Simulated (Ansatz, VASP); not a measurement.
# ZrC in two plane-wave programs

One calculation is typed for both programs; each brings its own data sets. How far apart do they land? The cell is taken from a series of runs on this material, whose earlier steps may have relaxed, scaled, displaced or heated it; both programs get it as it stands.

Method: plane waves, with VASP 6.6.1 beside it; elastic constants at LDA, in Ansatz 0.2.0.

### Step 1. Starting point

It takes space group Fm-3m (No. 225, cubic). Conventional cell: a = 4.642 Å, b = 4.642 Å, c = 4.642 Å, α = 90.00°, β = 90.00°, γ = 90.00°. Nearest to Zr lie 6 C at 2.32 Å. Nearest to C lie 6 Zr at 2.32 Å. Farther neighbours are not listed.

### Step 2. VASP: elastic constants, LDA

Elastic constants are differences of stresses under small strains, so they test the stress and the mesh.

Lines of VASP's logs that name or quote its potential files are left out, and so is its time.

Input file INCAR:

```
SYSTEM = ZrC
PREC = Accurate
ENCUT = 600
EDIFF = 1E-08
NELM = 120
ISMEAR = 1
SIGMA = 0.25
LREAL = .FALSE.
ALGO = Normal
GGA = CA
NBANDS = 14
LASPH = .TRUE.
LORBIT = 11
LWAVE = .FALSE.
LCHARG = .FALSE.
ISIF = 3
IBRION = 6
NFREE = 2
POTIM = 0.015
NSW = 1
GGA_COMPAT = .FALSE.
KPAR = 2
```

Input file POSCAR:

```
ZrC
1.0
    0.0000000000      2.3207528816      2.3207528816
    2.3207528816      0.0000000000      2.3207528816
    2.3207528816      2.3207528816      0.0000000000
Zr C
1 1
Direct
    0.5000000000      0.5000000000      0.5000000000
    0.0000000000      0.0000000000      0.0000000000
```

Input file KPOINTS:

```
Automatic mesh
0
Gamma
28 28 28
0 0 0
```

The projector-augmented-wave data sets are Zr_sv and C (LDA family, release 64).

On the command line:

```
mpirun -np 2 vasp_std
```

Numbers of over 12 decimals in the logs are rounded to 6 here.

Log:

```text
[banner, memory and clock lines left out]
running    2 mpi-ranks, on    1 nodes
 distrk:  each k-point on    1 cores,    2 groups
 distr:  one band on    1 cores,    1 groups

 POSCAR found type information on POSCAR ZrC
 POSCAR found :  2 types and       2 ions
 LDA part: xc-table for (Slater(with rela. corr.)+CA(PZ))
 , standard interpolation
 POSCAR, INCAR and KPOINTS ok, starting setup
 FFT: planning ... GRIDC
 FFT: planning ... GRID_SOFT
 FFT: planning ... GRID
 WAVECAR not read
 entering main loop
       N       E                     dE             d eps       ncg     rms          rms(c)
DAV:   1     0.111314606103E+03    0.11131E+03   -0.94488E+03 17472   0.129E+03
DAV:   2    -0.178427863504E+02   -0.12916E+03   -0.12072E+03 21796   0.323E+02
DAV:   3    -0.245397775438E+02   -0.66970E+01   -0.66418E+01 28646   0.640E+01
DAV:   4    -0.247082647276E+02   -0.16849E+00   -0.16842E+00 21248   0.693E+00
DAV:   5    -0.247105339255E+02   -0.22692E-02   -0.22691E-02 24118   0.704E-01    0.221E+01
DAV:   6    -0.214458021061E+02    0.32647E+01   -0.78281E+00 21244   0.244E+01    0.801E+00
DAV:   7    -0.213059397759E+02    0.13986E+00   -0.53887E-01 19664   0.644E+00    0.696E+00
DAV:   8    -0.213121802072E+02   -0.62404E-02   -0.31787E-01 20796   0.411E+00    0.501E+00
DAV:   9    -0.212788106407E+02    0.33370E-01   -0.76555E-02 19554   0.184E+00    0.269E-01
DAV:  10    -0.212791968335E+02   -0.38619E-03   -0.39802E-03 22254   0.602E-01    0.551E-01
DAV:  11    -0.212789011946E+02    0.29564E-03   -0.10287E-03 19962   0.272E-01    0.490E-02
DAV:  12    -0.212788971983E+02    0.39963E-05   -0.13448E-05 21374   0.300E-02    0.141E-02
DAV:  13    -0.212788963566E+02    0.84170E-06   -0.21839E-06 20868   0.100E-02    0.312E-03
DAV:  14    -0.212788963446E+02    0.11975E-07   -0.55419E-08 20688   0.172E-03    0.816E-04
DAV:  15    -0.212788963456E+02   -0.99999E-09   -0.45078E-09 12580   0.630E-04
   1 F= -.21278896E+02 E0= -.21279041E+02  d E =0.435103E-03
[... from here on, the cycles between the ionic steps are left out ...]
   2 F= -.21271452E+02 E0= -.21271601E+02  d E =0.447154E-03
   3 F= -.21267890E+02 E0= -.21268039E+02  d E =0.447014E-03
   9 F= -.21276110E+02 E0= -.21276262E+02  d E =0.453755E-03
  10 F= -.21276110E+02 E0= -.21276262E+02  d E =0.453755E-03
  11 F= -.21276110E+02 E0= -.21276262E+02  d E =0.453755E-03
  12 F= -.21276110E+02 E0= -.21276262E+02  d E =0.453755E-03
  13 F= -.21276110E+02 E0= -.21276262E+02  d E =0.453756E-03
  14 F= -.21278004E+02 E0= -.21278147E+02  d E =0.430351E-03
  15 F= -.21278004E+02 E0= -.21278147E+02  d E =0.430350E-03
  16 F= -.21278004E+02 E0= -.21278148E+02  d E =0.430347E-03
 Finite differences progress:
  Degree of freedom:   8/  8
  Displacement:        1/  2
  Total:              15/ 16
 bond charge predicted
       N       E                     dE             d eps       ncg     rms          rms(c)
DAV:   1    -0.212796361379E+02   -0.16320E-02   -0.13415E+00 45892   0.681E+00    0.197E-01
DAV:   2    -0.212784595910E+02    0.11765E-02   -0.68610E-03 59566   0.582E-01    0.978E-02
DAV:   3    -0.212779979638E+02    0.46163E-03   -0.10455E-03 49696   0.252E-01    0.221E-02
DAV:   4    -0.212780057832E+02   -0.78194E-05   -0.11497E-04 58876   0.707E-02    0.163E-02
DAV:   5    -0.212780042935E+02    0.14897E-05   -0.18620E-06 54166   0.149E-02    0.469E-03
DAV:   6    -0.212780040982E+02    0.19532E-06   -0.34463E-07 56180   0.644E-03    0.148E-03
DAV:   7    -0.212780040990E+02   -0.83378E-09   -0.67175E-08 52762   0.213E-03
  17 F= -.21278004E+02 E0= -.21278148E+02  d E =0.430349E-03
 Finite differences progress:
  Degree of freedom:   8/  8
  Displacement:        2/  2
  Total:              16/ 16
```

From OUTCAR (step 2):

```text
ion  position               nearest neighbor table
   1  0.500  0.500  0.500-   2 2.32   2 2.32   2 2.32   2 2.32   2 2.32   2 2.32
   2  0.000  0.000  0.000-   1 2.32   1 2.32   1 2.32   1 2.32   1 2.32   1 2.32

  LATTYP: Found a face centered cubic cell.
 ALAT       =     4.6415057632

 Subroutine GETGRP returns: Found 48 space group operations
 (whereof 48 operations were pure point group operations)

The static configuration has the point symmetry O_h .

 Found    624 irreducible k-points:

   k-points           NKPTS =    624   k-points in BZ     NKDIM =    624   number of bands    NBANDS=     14

   dimension x,y,z NGX =    28 NGY =   28 NGZ =   28
   dimension x,y,z NGXF=    56 NGYF=   56 NGZF=   56

   ENCUT  =  600.0 eV  44.10 Ry    6.64 a.u.   6.56  6.56  6.56*2*pi/ulx,y,z

   NELECT =      16.0000    total number of electrons

 k-points in reciprocal lattice and weights: Automatic mesh
   0.00000000  0.00000000  0.00000000       0.000
   0.03571429  0.00000000  0.00000000       0.000
   0.07142857  0.00000000  0.00000000       0.000
   0.10714286  0.00000000  0.00000000       0.000
   0.14285714  0.00000000  0.00000000       0.000
   0.17857143  0.00000000  0.00000000       0.000
   0.21428571  0.00000000  0.00000000       0.000
   0.25000000  0.00000000  0.00000000       0.000
   0.28571429  0.00000000  0.00000000       0.000
[...]
-0.28571429  0.50000000  0.21428571       0.001
  -0.25000000  0.50000000  0.25000000       0.000

 average (electrostatic) potential at core
       1 -72.4138       2 -47.9139

 E-fermi :   9.9039

 k-point     1 :       0.0000    0.0000    0.0000
  band No.  band energies     occupation
      1     -37.7713      2.00000
      2     -15.6030      2.00000
      3     -15.6030      2.00000
      4     -15.6030      2.00000
      5      -1.3892      2.00000
      6      10.7878     -0.00001
      7      10.7878     -0.00001
      8      10.8359     -0.00000
      9      10.9393     -0.00000
     10      10.9953     -0.00000
    ...

 k-point     2 :       0.0357    0.0000    0.0000
  band No.  band energies     occupation
      1     -37.7698      2.00000
      2     -15.6167      2.00000
      3     -15.6042      2.00000
      4     -15.6041      2.00000
      5      -1.3575      2.00000
      6      10.4143     -0.01394
      7      10.5639     -0.00121
      8      10.5894     -0.00073
      9      11.0671     -0.00000
     10      11.0867     -0.00000
    ...

 k-point     3 :       0.0714    0.0000    0.0000
  band No.  band energies     occupation
    ...
      2     -15.6568      2.00000
      3     -15.6076      2.00000
      4     -15.6075      2.00000
      5      -1.2635      2.00000
      6       9.9135      0.93503
      7      10.1522     -0.04886
      8      10.1665     -0.05919
      9      11.2051     -0.00000
     10      11.2128     -0.00000
     11      11.6018     -0.00000
    ...

  Total        0.0971050      0.0862021      0.0862021     -0.0000000      0.0000000      0.0000000
  in kB        6.2235139      5.5247390      5.5247390     -0.0000000      0.0000000      0.0000000
  external PRESSURE =       5.7576640 kB  Pullay stress =       0.0000000 kB

  energy-cutoff  :      600.00
  volume of cell :       25.00
      direct lattice vectors                 reciprocal lattice vectors
     0.000000000  2.320752882  2.320752882    -0.215447325  0.215447325  0.215447325
     2.320752882  0.000000000  2.320752882     0.215447325 -0.215447325  0.215447325
     2.320752882  2.320752882  0.000000000     0.215447325  0.215447325 -0.215447325

 POSITION                                       TOTAL-FORCE (eV/Angst)
 -----------------------------------------------------------------------------------
      2.32075      2.32075      2.32075        -0.118908      0.000000      0.000000
     -0.01500      0.00000      0.00000         0.118908      0.000000      0.000000
 -----------------------------------------------------------------------------------
    total drift:                                0.000005      0.000000      0.000000

  FREE ENERGIE OF THE ION-ELECTRON SYSTEM (eV)
  ---------------------------------------------------
  free  energy   TOTEN  =       -21.2780040990 eV

  energy  without entropy=      -21.2784344481  energy(sigma->0) =      -21.27814755

  SYMMETRIZED ELASTIC MODULI (kBar)
 Direction    XX          YY          ZZ          XY          YZ          ZX
 --------------------------------------------------------------------------------
 XX        5251.3772   1096.0147   1096.0147      0.0000      0.0000     -0.0000
 YY        1096.0147   5251.3772   1096.0147     -0.0000     -0.0000     -0.0000
 ZZ        1096.0147   1096.0147   5251.3772      0.0000      0.0000      0.0000
 XY           0.0000     -0.0000      0.0000   1590.1306      0.0000      0.0000
 YZ           0.0000     -0.0000      0.0000      0.0000   1590.1306      0.0000
 ZX          -0.0000     -0.0000      0.0000      0.0000      0.0000   1590.1306
 --------------------------------------------------------------------------------

 Eigenvectors and eigenvalues of the dynamical matrix
 ----------------------------------------------------

   1 f  =   13.511545 THz    84.895542 2PiTHz  450.696634 cm-1    55.879236 meV
             X         Y         Z           dx          dy          dz
      2.320753  2.320753  2.320753    -0.341112    0.000000   -0.000000
      0.000000  0.000000  0.000000     0.940023    0.000000    0.000000

   2 f  =   13.511545 THz    84.895542 2PiTHz  450.696634 cm-1    55.879236 meV
             X         Y         Z           dx          dy          dz
      2.320753  2.320753  2.320753     0.000000   -0.341112   -0.000000
      0.000000  0.000000  0.000000    -0.000000    0.940023   -0.000000

   3 f  =   13.511545 THz    84.895542 2PiTHz  450.696634 cm-1    55.879236 meV
             X         Y         Z           dx          dy          dz
      2.320753  2.320753  2.320753     0.000000    0.000000   -0.341112
      0.000000  0.000000  0.000000     0.000000    0.000000    0.940023

   4 f/i=    0.000230 THz     0.001448 2PiTHz    0.007688 cm-1     0.000953 meV
             X         Y         Z           dx          dy          dz
      2.320753  2.320753  2.320753     0.768552    0.434525   -0.322738
      0.000000  0.000000  0.000000     0.278889    0.157679   -0.117114

   5 f/i=    0.000230 THz     0.001448 2PiTHz    0.007688 cm-1     0.000953 meV
             X         Y         Z           dx          dy          dz
      2.320753  2.320753  2.320753    -0.476764    0.278096   -0.760922
      0.000000  0.000000  0.000000    -0.173006    0.100914   -0.276120

   6 f/i=    0.000230 THz     0.001448 2PiTHz    0.007688 cm-1     0.000953 meV
             X         Y         Z           dx          dy          dz
      2.320753  2.320753  2.320753    -0.256257    0.785808    0.447752
      0.000000  0.000000  0.000000    -0.092989    0.285151    0.162478

 ELASTIC MODULI CONTR FROM IONIC RELAXATION (kBar)
 Direction    XX          YY          ZZ          XY          YZ          ZX
 --------------------------------------------------------------------------------
 XX           0.0000      0.0000      0.0000      0.0000      0.0000      0.0000
 YY           0.0000      0.0000      0.0000      0.0000      0.0000      0.0000
 ZZ           0.0000      0.0000      0.0000      0.0000      0.0000      0.0000
 XY           0.0000      0.0000      0.0000      0.0000      0.0000      0.0000
 YZ           0.0000      0.0000      0.0000      0.0000      0.0000      0.0000
 ZX           0.0000      0.0000      0.0000      0.0000      0.0000      0.0000
 --------------------------------------------------------------------------------

 TOTAL ELASTIC MODULI (kBar)
 Direction    XX          YY          ZZ          XY          YZ          ZX
 --------------------------------------------------------------------------------
 XX        5251.3772   1096.0147   1096.0147      0.0000      0.0000     -0.0000
 YY        1096.0147   5251.3772   1096.0147     -0.0000     -0.0000     -0.0000
 ZZ        1096.0147   1096.0147   5251.3772      0.0000      0.0000      0.0000
 XY           0.0000     -0.0000      0.0000   1590.1306      0.0000      0.0000
 YZ           0.0000     -0.0000      0.0000      0.0000   1590.1306      0.0000
 ZX          -0.0000     -0.0000      0.0000      0.0000      0.0000   1590.1306
 --------------------------------------------------------------------------------

 total charge
# of ion       s       p       d       tot
------------------------------------------
    1        2.185   6.054   1.704   9.943
    2        0.880   1.495   0.000   2.374
--------------------------------------------------
tot          3.065   7.548   1.704  12.318

[... 3 further parts left out ...]
```

CONTCAR:

```
ZrC
   1.00000000000000
     0.0000000000000000    2.3207528815999998    2.3207528815999998
     2.3207528815999998    0.0000000000000000    2.3207528815999998
     2.3207528815999998    2.3207528815999998    0.0000000000000000
  Zr              C
     1     1
Direct
     0.5000000000000000    0.5000000000000000    0.5000000000000000
     0.0032317098728880   -0.0032317098728880   -0.0032317098728880
```

Levels, forces or a CONTCAR printed for this step are those of its last displaced cell, not of the structure at rest.

(Part 1 of 2 ends here.)

[Lines on the potential files, build, host, timing and source positions are cut from VASP's logs without a mark.]

[Logs are printed without paths, hosts, clocks, repeated set-up lines and the standing remarks that a program may print on its own settings, such as how far it seeks lower states.]

[Hosts, paths, dates, database ids (printed as entryN), source tags and the programs' standing remarks are cut or masked in the printed files.]
